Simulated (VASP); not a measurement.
```xyz
2
Lattice="0.0000 2.4050 2.4050 2.4050 0.0000 2.4050 2.4050 2.4050 0.0000" Properties=species:S:1:pos:R:3 pbc="T T T"
Ca     0.0000     0.0000     0.0000
O      2.4050     2.4050     2.4050
```

These are PBE GGA, VASP's PBE PAW potentials (set 64) (plane waves; VASP) values and carry that method's errors. Run with 520 eV cut-off, 9×9×9 Γ-centred mesh, Gaussian smearing of 0.050 eV, potentials Ca_sv O.

Task: Give the stress tensor in GPa (positive for a compressed cell).

Result: 
```
1.98  0.00  0.00
0.00  1.98  0.00
0.00  0.00  1.98
```
The pressure is its mean diagonal, 1.98 GPa.

The compound is CaO in the rock salt structure. The cell was not relaxed at this level.
